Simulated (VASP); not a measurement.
Set up this calculation in VASP 6.6.1, as the native input.

| Quantity | Value |
| --- | --- |
| Task | relaxation of cell and atoms |
| Functional | PBE |
| Potentials or basis | VASP PAW PBE potentials, release 64 (Zn, O) |
| Cutoff | 600 eV |
| k mesh | 9 × 9 × 6 |
| Occupations | gaussian, width 0.01 eV |
| Spin | no spin polarisation |
| Dipole correction | no |
| Further INCAR settings | ALGO = Normal; EDIFF = 1e-06; IBRION = 2; EDIFFG = -0.001; NSW = 80; ISIF = 3 |

The structure of ZnO (zincite) lies in POSCAR:

```
ZnO
1.0
    3.2794860208      0.0000000000      0.0000000000
   -1.6397430104      2.8401182054      0.0000000000
    0.0000000000      0.0000000000      5.2932739869
Zn O
2 2
Direct
    0.3333333333      0.6666666667      0.4999685892
    0.6666666667      0.3333333333     -0.0000314108
    0.6666666667      0.3333333333      0.3790414108
    0.3333333333      0.6666666667      0.8790414108
```

The cell isn't the ideal one: cell and atoms relaxed tightly for response.

These files were run (other wordings do the same):

INCAR

```
SYSTEM = ZnO
ALGO = Normal ; EDIFF = 1E-6
EDIFFG = -0.001 ; ENCUT = 600
GGA = PE ; IBRION = 2
ISIF = 3 ; ISMEAR = 0
LASPH = .True. ; LCHARG = .False.
LREAL = .False. ; LWAVE = .False.
NELM = 100 ; NSW = 80
PREC = Accurate ; SIGMA = 0.01
```

KPOINTS

```
k-points
0
Gamma
  9 9 6
  0 0 0
```

Potentials or basis: VASP PAW PBE potentials, release 64 (Zn, O).

The run is started by

```console
$ cat potpaw_PBE.64/Zn/POTCAR potpaw_PBE.64/O/POTCAR > POTCAR
$ mpirun -np 1 vasp_std > vasp.out
```

It gave:

The relaxed volume is 12.39 Å³/atom and the relaxed cell is a = 3.285 Å, b = 3.285 Å, c = 5.302 Å, α = 90.00°, β = 90.00°, γ = 120.00°. The space group after relaxing (to 0.05 Å) is P6_3mc (No. 186) and the energy gained by relaxing is 0.2 meV/atom. The ionic steps are 5 and the pressure after relaxing is 0.0 GPa. The band gap on the k mesh is 0.72 eV, direct.

Wall time 2.1 min on 1 thread of Intel(R) Xeon(R) Platinum 8375C CPU @ 2.90GHz (Ice Lake) (shared host), peak memory 0.21 GiB.
